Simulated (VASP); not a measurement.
Input:

```xyz
2
Lattice="0.0000 2.2031 2.2031 2.2031 0.0000 2.2031 2.2031 2.2031 0.0000" Properties=species:S:1:pos:R:3 pbc="T T T"
Ti     0.0000     0.0000     0.0000
C      2.2031     2.2031     2.2031
```

Method: vdW-DF2, VASP's PBE PAW potentials (set 64) (plane waves; VASP). Numerical set-up: 520 eV cut-off, Gaussian smearing of 0.050 eV, potentials Ti_sv C.

Q: Give the energies of bands 6 to 11 at the high-symmetry points, in eV from the Fermi level.

A: 
```
band     Γ      X      U      L      W
----  ----  -----  -----  -----  -----
6     0.64  -3.19  -3.19  -5.39  -2.88
7     0.64  -1.33  -3.10  -2.78  -2.88
8     0.64  -0.09  -1.70  -2.78  -2.59
9     1.47  -0.09   1.34   2.55   2.50
10    1.47   2.33   2.75   2.55   2.50
11    1.48   3.08   3.37   3.64   3.08
```

It has no gap at this level: it comes out as a metal or semimetal.

The compound is TiC in the rock salt structure. It was relaxed first, which changed the volume by +5 %.
